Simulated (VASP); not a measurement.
## BaTi2Bi2O with r2SCAN + rVV10: from relaxation to properties

Wanted: the relaxed cell of BaTi2Bi2O and its properties. The steps: full relaxation (r2SCAN + rVV10), second relaxation, single point with fields (r2SCAN + rVV10), band structure (r2SCAN + rVV10), total and projected DOS (r2SCAN + rVV10), field gradients at the nuclei (r2SCAN + rVV10) and optical spectrum (r2SCAN + rVV10). The start is a computed cell from the Materials Project.

Main program and level: VASP 6.6.1; r2SCAN with rVV10, no spin polarisation; plane waves and PAW (Ba_sv, Ti_sv, Bi_d, O).

## Step 1: The starting structure

Before any relaxation, the start is as follows. The structure is tetragonal, space group P4/mmm (No. 123). Conventional cell: a = 4.115 Å, b = 4.115 Å, c = 8.707 Å, α = 90.00°, β = 90.00°, γ = 90.00°. Ba has 8 Bi at 3.65 Å nearest. Nearest to Ti lie 2 O at 2.06 Å. Bi has 4 Ti at 2.98 Å nearest. Nearest to O lie 4 Ti at 2.06 Å. Farther neighbours and most contacts between anions are not listed.

Structure file:

```cif
data_structure
_symmetry_space_group_name_H-M 'P 1'
_symmetry_Int_Tables_number 1
_cell_length_a 4.1153
_cell_length_b 4.1153
_cell_length_c 8.7073
_cell_angle_alpha 90.000
_cell_angle_beta 90.000
_cell_angle_gamma 90.000
_cell_volume 147.46
loop_
_atom_site_label
_atom_site_type_symbol
_atom_site_fract_x
_atom_site_fract_y
_atom_site_fract_z
_atom_site_occupancy
Ba1 Ba 0.50000 0.50000 0.50000 1
Ti2 Ti 0.00000 0.50000 0.00000 1
Ti3 Ti 0.50000 0.00000 0.00000 1
Bi4 Bi 0.00000 0.00000 0.24756 1
Bi5 Bi 0.00000 0.00000 0.75244 1
O6 O 0.50000 0.50000 0.00000 1
```

## Step 2: Full relaxation (r2SCAN + rVV10)

Properties are meant for the cell that this level of theory prefers, so cell and atoms are relaxed first (ISIF = 3) until forces and stress are small; EDIFFG sets the threshold. r2SCAN adds the kinetic-energy density, costs more than a GGA and is run with LASPH. LUSE_VDW switches on a nonlocal correlation term for dispersion.

The input, INCAR:

```
SYSTEM = BaTi2Bi2O
PREC = Accurate
ENCUT = 520
EDIFF = 1E-06
NELM = 100
ISMEAR = 0
SIGMA = 0.05
LREAL = .FALSE.
ALGO = Normal
METAGGA = R2SCAN
LUSE_VDW = .TRUE.
IVDW_NL = 2
BPARAM = 11.95
CPARAM = 0.0093
LASPH = .TRUE.
NBANDS = 43
LORBIT = 11
LWAVE = .FALSE.
LCHARG = .FALSE.
KPAR = 4
IBRION = 2
NSW = 60
ISIF = 3
EDIFFG = -0.01
```

The input, POSCAR:

```
BaTi2Bi2O
1.0
    4.1153140000      0.0000000000      0.0000000000
    0.0000000000      4.1153140000      0.0000000000
    0.0000000000      0.0000000000      8.7072780000
Ba Ti Bi O
1 2 2 1
Direct
    0.5000000000      0.5000000000      0.5000000000
    0.0000000000      0.5000000000      0.0000000000
    0.5000000000      0.0000000000      0.0000000000
    0.0000000000      0.0000000000      0.2475640000
    0.0000000000      0.0000000000      0.7524360000
    0.5000000000      0.5000000000      0.0000000000
```

The input, KPOINTS:

```
Automatic mesh
0
Gamma
6 6 3
0 0 0
```

Potentials, in the order of the species: Ba_sv, Ti_sv, Bi_d and O (PBE family, release 64).

Command:

```
mpirun -np 4 vasp_std
```

What it wrote:

```text
[banner, memory and clock lines left out]
running    4 mpi-ranks, on    1 nodes
 distrk:  each k-point on    1 cores,    4 groups
 distr:  one band on    1 cores,    1 groups

 POSCAR found type information on POSCAR BaTiBiO
 POSCAR found :  4 types and       6 ions
|                                                                             |
|               ----> ADVICE to this user running VASP <----                  |
|                                                                             |
|     You have switched on vdW-DFT.                                           |
|     This routine was written and supplied by Jiri Klimes. We recommend      |
|     that you carefully read and cite the following publications:            |
|       J. Klimes, D.R. Bowler, A. Michelides                                 |
|          J. Phys.: Cond Matt. 22 022201 (2010)                              |
|       J. Klimes, D.R. Bowler, A. Michelides                                 |
|          Phys. Rev. B. 83, 195131 (2011)                                    |
|     and references therein.                                                 |
|                                                                             |

|                                                                             |
|               ----> ADVICE to this user running VASP <----                  |
|                                                                             |
|     You enforced a specific xc type in the INCAR file but a different       |
|     [... a line on the potential file left out ...]
|     I HOPE YOU KNOW WHAT YOU ARE DOING!                                     |
|                                                                             |

 LDA part: xc-table for (None), standard interpolation
 POSCAR, INCAR and KPOINTS ok, starting setup
 FFT: planning ... GRIDC
 FFT: planning ... GRID_SOFT
 FFT: planning ... GRID
 WAVECAR not read
 entering main loop
       N       E                     dE             d eps       ncg     rms          rms(c)
Total rVV10 correction in eV:      1.7089642    72.6787400
Total rVV10 correction in eV:      1.7089642    72.6787400
Total rVV10 correction in eV:      1.7089642    72.6787400
Total rVV10 correction in eV:      1.7089642    72.6787400
DAV:   1     0.814716977561E+03    0.81472E+03   -0.36176E+04  1720   0.194E+03
DAV:   2    -0.544689139841E+02   -0.86919E+03   -0.85133E+03  1755   0.574E+02
DAV:   3    -0.193402815556E+03   -0.13893E+03   -0.13661E+03  2704   0.223E+02
DAV:   4    -0.204749307182E+03   -0.11346E+02   -0.11236E+02  2776   0.551E+01
DAV:   5    -0.205520643279E+03   -0.77134E+00   -0.77025E+00  2544   0.104E+01    0.190E+01
Total rVV10 correction in eV:      1.6908401    72.6787400
Total rVV10 correction in eV:      1.6908401    72.6787400
Total rVV10 correction in eV:      1.6908401    72.6787400
Total rVV10 correction in eV:      1.6908401    72.6787400
DAV:   6    -0.183784892178E+03    0.21736E+02   -0.67795E+01  2420   0.520E+01    0.102E+01
Total rVV10 correction in eV:      1.7051089    72.6787399
Total rVV10 correction in eV:      1.7051089    72.6787399
Total rVV10 correction in eV:      1.7051089    72.6787399
Total rVV10 correction in eV:      1.7051089    72.6787399
DAV:   7    -0.182008001077E+03    0.17769E+01   -0.15973E+01  2314   0.199E+01    0.493E+00
Total rVV10 correction in eV:      1.7053654    72.6787399
Total rVV10 correction in eV:      1.7053654    72.6787399
Total rVV10 correction in eV:      1.7053654    72.6787399
Total rVV10 correction in eV:      1.7053654    72.6787399
DAV:   8    -0.181893562248E+03    0.11444E+00   -0.16986E+00  2189   0.578E+00    0.216E+00
Total rVV10 correction in eV:      1.7139100    72.6787399
Total rVV10 correction in eV:      1.7139100    72.6787399
Total rVV10 correction in eV:      1.7139100    72.6787399
Total rVV10 correction in eV:      1.7139100    72.6787399
DAV:   9    -0.181895537019E+03   -0.19748E-02   -0.81179E-01  2325   0.409E+00    0.104E+00
Total rVV10 correction in eV:      1.7141696    72.6787399
Total rVV10 correction in eV:      1.7141696    72.6787399
Total rVV10 correction in eV:      1.7141696    72.6787399
Total rVV10 correction in eV:      1.7141696    72.6787399
DAV:  10    -0.181891141656E+03    0.43954E-02   -0.11157E-01  2237   0.189E+00    0.569E-01
Total rVV10 correction in eV:      1.7144907    72.6787399
Total rVV10 correction in eV:      1.7144907    72.6787399
Total rVV10 correction in eV:      1.7144907    72.6787399
Total rVV10 correction in eV:      1.7144907    72.6787399
DAV:  11    -0.181889087821E+03    0.20538E-02   -0.11998E-02  2240   0.658E-01    0.319E-01
Total rVV10 correction in eV:      1.7155553    72.6787399
Total rVV10 correction in eV:      1.7155553    72.6787399
Total rVV10 correction in eV:      1.7155553    72.6787399
Total rVV10 correction in eV:      1.7155553    72.6787399
DAV:  12    -0.181889651637E+03   -0.56382E-03   -0.62701E-03  2400   0.497E-01    0.492E-02
Total rVV10 correction in eV:      1.7156325    72.6787399
Total rVV10 correction in eV:      1.7156325    72.6787399
Total rVV10 correction in eV:      1.7156325    72.6787399
Total rVV10 correction in eV:      1.7156325    72.6787399
DAV:  13    -0.181889694069E+03   -0.42432E-04   -0.58400E-04  2421   0.125E-01    0.251E-02
Total rVV10 correction in eV:      1.7156979    72.6787399
Total rVV10 correction in eV:      1.7156979    72.6787399
Total rVV10 correction in eV:      1.7156979    72.6787399
Total rVV10 correction in eV:      1.7156979    72.6787399
DAV:  14    -0.181889703705E+03   -0.96364E-05   -0.74858E-05  2640   0.432E-02    0.116E-02
Total rVV10 correction in eV:      1.7156795    72.6787399
Total rVV10 correction in eV:      1.7156795    72.6787399
Total rVV10 correction in eV:      1.7156795    72.6787399
Total rVV10 correction in eV:      1.7156795    72.6787399
DAV:  15    -0.181889701463E+03    0.22426E-05   -0.10208E-05  1941   0.146E-02    0.361E-03
Total rVV10 correction in eV:      1.7156512    72.6787399
Total rVV10 correction in eV:      1.7156512    72.6787399
Total rVV10 correction in eV:      1.7156512    72.6787399
Total rVV10 correction in eV:      1.7156512    72.6787399
DAV:  16    -0.181889700547E+03    0.91615E-06   -0.15885E-06  1458   0.878E-03
Total rVV10 correction in eV:      1.7156580    72.6787399
Total rVV10 correction in eV:      1.7156580    72.6787399
Total rVV10 correction in eV:      1.7156580    72.6787399
Total rVV10 correction in eV:      1.7156580    72.6787399
Total rVV10 correction in eV:      1.7156517    72.6787399
Total rVV10 correction in eV:      1.7156517    72.6787399
Total rVV10 correction in eV:      1.7156517    72.6787399
[...]
Total rVV10 correction in eV:      1.7199824    72.6787399
Total rVV10 correction in eV:      1.7199824    72.6787399
Total rVV10 correction in eV:      1.7199824    72.6787399
DAV:   1    -0.183762897306E+03   -0.18732E+01   -0.47856E+01  2081   0.629E+01    0.952E+00
Total rVV10 correction in eV:      1.6867448    72.6787427
Total rVV10 correction in eV:      1.6867448    72.6787427
Total rVV10 correction in eV:      1.6867448    72.6787427
Total rVV10 correction in eV:      1.6867448    72.6787427
DAV:   2    -0.182663957995E+03    0.10989E+01   -0.13200E+01  2301   0.235E+01    0.424E+00
Total rVV10 correction in eV:      1.6880909    72.6787428
Total rVV10 correction in eV:      1.6880909    72.6787428
Total rVV10 correction in eV:      1.6880909    72.6787428
Total rVV10 correction in eV:      1.6880909    72.6787428
DAV:   3    -0.181996552510E+03    0.66741E+00   -0.35532E+00  2359   0.107E+01    0.279E+00
Total rVV10 correction in eV:      1.6813120    72.6787428
Total rVV10 correction in eV:      1.6813120    72.6787428
Total rVV10 correction in eV:      1.6813120    72.6787428
Total rVV10 correction in eV:      1.6813120    72.6787428
DAV:   4    -0.181889538389E+03    0.10701E+00   -0.71867E-01  2191   0.609E+00    0.493E-01
Total rVV10 correction in eV:      1.6807253    72.6787428
Total rVV10 correction in eV:      1.6807253    72.6787428
Total rVV10 correction in eV:      1.6807253    72.6787428
Total rVV10 correction in eV:      1.6807253    72.6787428
DAV:   5    -0.181894063982E+03   -0.45256E-02   -0.13823E-01  2674   0.145E+00    0.472E-01
Total rVV10 correction in eV:      1.6804232    72.6787428
Total rVV10 correction in eV:      1.6804232    72.6787428
Total rVV10 correction in eV:      1.6804232    72.6787428
Total rVV10 correction in eV:      1.6804232    72.6787428
DAV:   6    -0.181897165810E+03   -0.31018E-02   -0.67745E-03  2275   0.365E-01    0.373E-01
Total rVV10 correction in eV:      1.6798057    72.6787428
Total rVV10 correction in eV:      1.6798057    72.6787428
Total rVV10 correction in eV:      1.6798057    72.6787428
Total rVV10 correction in eV:      1.6798057    72.6787428
DAV:   7    -0.181900984821E+03   -0.38190E-02   -0.46382E-03  2704   0.303E-01    0.171E-01
Total rVV10 correction in eV:      1.6789968    72.6787428
Total rVV10 correction in eV:      1.6789968    72.6787428
Total rVV10 correction in eV:      1.6789968    72.6787428
Total rVV10 correction in eV:      1.6789968    72.6787428
DAV:   8    -0.181902731543E+03   -0.17467E-02   -0.36279E-03  2933   0.261E-01    0.935E-02
Total rVV10 correction in eV:      1.6785810    72.6787428
Total rVV10 correction in eV:      1.6785810    72.6787428
Total rVV10 correction in eV:      1.6785810    72.6787428
Total rVV10 correction in eV:      1.6785810    72.6787428
DAV:   9    -0.181902958845E+03   -0.22730E-03   -0.40387E-04  2506   0.102E-01    0.185E-02
Total rVV10 correction in eV:      1.6785444    72.6787428
Total rVV10 correction in eV:      1.6785444    72.6787428
Total rVV10 correction in eV:      1.6785444    72.6787428
Total rVV10 correction in eV:      1.6785444    72.6787428
DAV:  10    -0.181902965983E+03   -0.71380E-05   -0.98551E-05  2685   0.367E-02    0.575E-03
Total rVV10 correction in eV:      1.6785456    72.6787428
Total rVV10 correction in eV:      1.6785456    72.6787428
Total rVV10 correction in eV:      1.6785456    72.6787428
Total rVV10 correction in eV:      1.6785456    72.6787428
DAV:  11    -0.181902966325E+03   -0.34152E-06   -0.73888E-06  1831   0.133E-02
Total rVV10 correction in eV:      1.6785422    72.6787428
Total rVV10 correction in eV:      1.6785422    72.6787428
Total rVV10 correction in eV:      1.6785422    72.6787428
Total rVV10 correction in eV:      1.6785422    72.6787428
Total rVV10 correction in eV:      1.6785417    72.6787428
Total rVV10 correction in eV:      1.6785417    72.6787428
Total rVV10 correction in eV:      1.6785417    72.6787428
Total rVV10 correction in eV:      1.6785417    72.6787428
   2 F= -.18190297E+03 E0= -.18189999E+03  d E =-.132658E-01
[...]
3 F= -.18191909E+03 E0= -.18191613E+03  d E =-.293939E-01
[...]
4 F= -.18192092E+03 E0= -.18191762E+03  d E =-.182819E-02
[...]
5 F= -.18192149E+03 E0= -.18191794E+03  d E =-.239762E-02
[...]
6 F= -.18192153E+03 E0= -.18191791E+03  d E =-.243617E-02
[...]
7 F= -.18192180E+03 E0= -.18191813E+03  d E =-.268930E-03
 trial-energy change:   -0.000269  1 .order   -0.000270   -0.000332   -0.000208
 step:   2.9486(harm=  2.9486)  dis= 0.00747  next Energy=  -181.921974 (dE=-0.443E-03)
 bond charge predicted
       N       E                     dE             d eps       ncg     rms          rms(c)
Total rVV10 correction in eV:      1.6944853    72.6787418
Total rVV10 correction in eV:      1.6944853    72.6787418
Total rVV10 correction in eV:      1.6944853    72.6787418
Total rVV10 correction in eV:      1.6944853    72.6787418
DAV:   1    -0.181922366771E+03   -0.56766E-03   -0.36149E-01  1917   0.293E+00    0.309E-01
Total rVV10 correction in eV:      1.6935761    72.6787415
Total rVV10 correction in eV:      1.6935761    72.6787415
Total rVV10 correction in eV:      1.6935761    72.6787415
Total rVV10 correction in eV:      1.6935761    72.6787415
DAV:   2    -0.181924858691E+03   -0.24919E-02   -0.37601E-02  2221   0.114E+00    0.317E-01
Total rVV10 correction in eV:      1.6937892    72.6787415
Total rVV10 correction in eV:      1.6937892    72.6787415
Total rVV10 correction in eV:      1.6937892    72.6787415
Total rVV10 correction in eV:      1.6937892    72.6787415
DAV:   3    -0.181922062153E+03    0.27965E-02   -0.11876E-02  2468   0.511E-01    0.976E-02
Total rVV10 correction in eV:      1.6936220    72.6787415
Total rVV10 correction in eV:      1.6936220    72.6787415
Total rVV10 correction in eV:      1.6936220    72.6787415
Total rVV10 correction in eV:      1.6936220    72.6787415
DAV:   4    -0.181921975133E+03    0.87020E-04   -0.82723E-04  2232   0.191E-01    0.343E-02
Total rVV10 correction in eV:      1.6935614    72.6787415
Total rVV10 correction in eV:      1.6935614    72.6787415
Total rVV10 correction in eV:      1.6935614    72.6787415
Total rVV10 correction in eV:      1.6935614    72.6787415
DAV:   5    -0.181921968301E+03    0.68325E-05   -0.18402E-04  2746   0.804E-02    0.161E-02
Total rVV10 correction in eV:      1.6935728    72.6787415
Total rVV10 correction in eV:      1.6935728    72.6787415
Total rVV10 correction in eV:      1.6935728    72.6787415
Total rVV10 correction in eV:      1.6935728    72.6787415
DAV:   6    -0.181921971271E+03   -0.29706E-05   -0.13663E-05  2045   0.225E-02    0.104E-02
Total rVV10 correction in eV:      1.6935685    72.6787415
Total rVV10 correction in eV:      1.6935685    72.6787415
Total rVV10 correction in eV:      1.6935685    72.6787415
Total rVV10 correction in eV:      1.6935685    72.6787415
DAV:   7    -0.181921975515E+03   -0.42437E-05   -0.31999E-06  1855   0.123E-02    0.322E-03
Total rVV10 correction in eV:      1.6935621    72.6787415
Total rVV10 correction in eV:      1.6935621    72.6787415
Total rVV10 correction in eV:      1.6935621    72.6787415
Total rVV10 correction in eV:      1.6935621    72.6787415
DAV:   8    -0.181921976156E+03   -0.64093E-06   -0.97106E-07  1083   0.622E-03
Total rVV10 correction in eV:      1.6935603    72.6787415
Total rVV10 correction in eV:      1.6935603    72.6787415
Total rVV10 correction in eV:      1.6935603    72.6787415
Total rVV10 correction in eV:      1.6935603    72.6787415
Total rVV10 correction in eV:      1.6935602    72.6787415
Total rVV10 correction in eV:      1.6935602    72.6787415
Total rVV10 correction in eV:      1.6935602    72.6787415
Total rVV10 correction in eV:      1.6935602    72.6787415
   8 F= -.18192198E+03 E0= -.18191822E+03  d E =-.445588E-03
 curvature:  -1.64 expect dE=-0.137E-04 dE for cont linesearch -0.677E-08
 trial: gam= 0.03855 g(F)=  0.629E-06 g(S)=  0.775E-05 ort = 0.117E-05 (trialstep = 0.147E+01)
 search vector abs. value=  0.897E-05
 reached required accuracy - stopping structural energy minimisation
```

Wall time 27 min (4 MPI ranks of AMD EPYC 7R43, shared host); peak memory 2.3 GiB; 1.8 h of CPU time.

The logs omit lines about the potential files and the build; timing stands in the text.

(Continued in part 2 of 7.)

[Lines on the potential files, build, host, timing and source positions are cut from VASP's logs without a mark.]

[Logs are printed without paths, hosts, clocks, repeated set-up lines and the standing remarks that a program may print on its own settings, such as how far it seeks lower states.]

[Hosts, paths, dates, database ids (printed as entryN), source tags and the programs' standing remarks are cut or masked in the printed files.]

[A measured line is paired with the nearest computed mode of its activity, which favours agreement.]
